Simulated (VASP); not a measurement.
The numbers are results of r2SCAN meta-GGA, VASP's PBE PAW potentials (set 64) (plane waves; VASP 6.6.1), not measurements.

VASP input:

### INCAR
```
SYSTEM = Ba
PREC = Accurate
ENCUT = 480
EDIFF = 1E-6
NELM = 100
ALGO = Normal
LREAL = .FALSE.
LASPH = .TRUE.
ISMEAR = 1
SIGMA = 0.1
METAGGA = R2SCAN
LMIXTAU = .TRUE.
LMAXMIX = 4
LWAVE = .FALSE.
LCHARG = .FALSE.
IBRION = 2
ISIF = 3
NSW = 60
EDIFFG = -0.01
```

File KPOINTS:
```
Automatic mesh
0
Gamma
9 9 9
0 0 0
```

POSCAR:
```
Ba
1
   -2.5399144030     2.5399144030     2.5399144030
    2.5399144030    -2.5399144030     2.5399144030
    2.5399144030     2.5399144030    -2.5399144030
Ba
1
Direct
  0.0000000000   0.0000000000   0.0000000000
```

POTCAR, in this order: Ba_sv (PBE.64 set). Program: vasp_std.

The run wrote:

OSZICAR:
```
       N       E                     dE             d eps       ncg     rms          rms(c)
DAV:   1     0.327020544300E+02    0.32702E+02   -0.42651E+03   630   0.892E+02
DAV:   2    -0.265536371521E+02   -0.59256E+02   -0.58327E+02   788   0.153E+02
DAV:   3    -0.291752080351E+02   -0.26216E+01   -0.26092E+01   771   0.380E+01
DAV:   4    -0.292413029879E+02   -0.66095E-01   -0.65955E-01  1050   0.507E+00
DAV:   5    -0.292416814956E+02   -0.37851E-03   -0.37847E-03   849   0.297E-01    0.149E+00
DAV:   6    -0.258160327868E+02    0.34256E+01   -0.10119E+00   935   0.774E+00    0.131E+00
DAV:   7    -0.258683359570E+02   -0.52303E-01   -0.51104E-02   685   0.252E+00    0.142E+00
DAV:   8    -0.262842211325E+02   -0.41589E+00   -0.14013E-01   704   0.449E+00    0.428E-01
DAV:   9    -0.261663224569E+02    0.11790E+00   -0.42361E-02   758   0.255E+00    0.258E-01
DAV:  10    -0.261295623152E+02    0.36760E-01   -0.14783E-01   679   0.443E+00    0.211E-01
DAV:  11    -0.261289533208E+02    0.60899E-03   -0.86276E-04  1000   0.183E-01    0.215E-01
DAV:  12    -0.261266279673E+02    0.23254E-02   -0.16392E-04   692   0.125E-01    0.225E-01
DAV:  13    -0.264174249529E+02   -0.29080E+00   -0.45704E-01   705   0.615E+00    0.182E-01
DAV:  14    -0.264266803998E+02   -0.92554E-02   -0.30267E-02   704   0.176E+00    0.188E-01
DAV:  15    -0.264274026552E+02   -0.72226E-03   -0.12707E-03   827   0.352E-01    0.181E-01
DAV:  16    -0.264148007576E+02    0.12602E-01   -0.15747E-02   677   0.120E+00    0.183E-01
DAV:  17    -0.264278950508E+02   -0.13094E-01   -0.59654E-03   677   0.713E-01    0.175E-01
DAV:  18    -0.264308049874E+02   -0.29099E-02   -0.12023E-03   871   0.314E-01    0.188E-01
DAV:  19    -0.264310362693E+02   -0.23128E-03   -0.51862E-05   724   0.665E-02    0.184E-01
DAV:  20    -0.264310309405E+02    0.53288E-05   -0.82148E-07   880   0.627E-03    0.184E-01
DAV:  21    -0.264317931252E+02   -0.76218E-03   -0.32890E-04   636   0.197E-01    0.161E-01
DAV:  22    -0.264326934357E+02   -0.90031E-03   -0.76854E-03   657   0.101E+00    0.135E-01
DAV:  23    -0.264333376479E+02   -0.64421E-03   -0.29855E-04   675   0.157E-01    0.143E-01
DAV:  24    -0.264335764221E+02   -0.23877E-03   -0.33174E-04   713   0.214E-01    0.144E-01
DAV:  25    -0.264335664432E+02    0.99790E-05   -0.28818E-04   718   0.166E-01    0.147E-01
DAV:  26    -0.264333741498E+02    0.19229E-03   -0.91946E-05   932   0.891E-02    0.153E-01
DAV:  27    -0.264335458661E+02   -0.17172E-03   -0.30209E-04   632   0.164E-01    0.146E-01
DAV:  28    -0.264334156211E+02    0.13025E-03   -0.82536E-05   634   0.840E-02    0.128E-01
DAV:  29    -0.264334994580E+02   -0.83837E-04   -0.36706E-05   638   0.621E-02    0.116E-01
DAV:  30    -0.264334301568E+02    0.69301E-04   -0.11142E-04   631   0.116E-01    0.875E-02
DAV:  31    -0.264334439558E+02   -0.13799E-04   -0.12462E-05   670   0.469E-02    0.634E-02
DAV:  32    -0.264334447900E+02   -0.83418E-06   -0.27578E-05   753   0.567E-02    0.239E-02
DAV:  33    -0.264334554912E+02   -0.10701E-04   -0.12778E-05   725   0.410E-02    0.952E-03
DAV:  34    -0.264334547079E+02    0.78331E-06   -0.23551E-06   717   0.162E-02
   1 F= -.26433455E+02 E0= -.26433070E+02  d E =-.264335E+02
```

**OUTCAR**
```
------------------------ aborting loop because EDIFF is reached ----------------------------------------
  FORCE on cell =-STRESS in cart. coord.  units (eV):
  Direction    XX          YY          ZZ          XY          YZ          ZX
  --------------------------------------------------------------------------------------
  Total        0.0009917      0.0009917      0.0009917      0.0000000      0.0000000      0.0000000
  in kB        0.0242432      0.0242432      0.0242432      0.0000000      0.0000000      0.0000000
  external PRESSURE =       0.0242432 kB  Pullay stress =       0.0000000 kB
  volume of cell :       65.54
      direct lattice vectors                 reciprocal lattice vectors
    -2.539914403  2.539914403  2.539914403     0.000000000  0.196857028  0.196857028
     2.539914403 -2.539914403  2.539914403     0.196857028  0.000000000  0.196857028
     2.539914403  2.539914403 -2.539914403     0.196857028  0.196857028  0.000000000
 POSITION                                       TOTAL-FORCE (eV/Angst)
 -----------------------------------------------------------------------------------
      0.00000      0.00000      0.00000        -0.000000     -0.000000      0.000000
 -----------------------------------------------------------------------------------
    total drift:                                0.000000      0.000000     -0.000000
  FREE ENERGIE OF THE ION-ELECTRON SYSTEM (eV)
  ---------------------------------------------------
  free  energy   TOTEN  =       -26.4334547079 eV

  energy  without entropy=      -26.4323001597  energy(sigma->0) =      -26.43306986

 reached required accuracy - stopping structural energy minimisation
```
(Selected blocks of OUTCAR.)

The compound is Ba in the bcc structure. It was relaxed first. The start is the result of an earlier pass.
